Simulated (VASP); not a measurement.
Data:

```
LiCl
1.0
    0.00000     2.51754     2.51754
    2.51754     0.00000     2.51754
    2.51754     2.51754     0.00000
Li Cl
1 1
Direct
  0.00000   0.00000   0.00000
  0.50000   0.50000   0.50000
```

All values below come from PW91 GGA, VASP's PBE PAW potentials (set 64) (plane waves; VASP). Run with 520 eV cut-off, 9×9×9 Γ-centred mesh, Gaussian smearing of 0.050 eV, potentials Li_sv Cl.

Q: Estimate the energy per atom (σ→0), pressure, band gap (on the k-mesh) with the smallest direct gap where there is one.

A: 
```json
{
 "band gap (on the k-mesh)": "6.68 eV",
 "smallest direct gap (on the k-mesh)": "6.68 eV",
 "energy per atom (σ→0)": "-3.714 eV/atom",
 "pressure": "2.31 GPa"
}
```

The compound is LiCl in the rock salt structure. This cell is one point of a volume scan, at 0.94 of the reference volume.
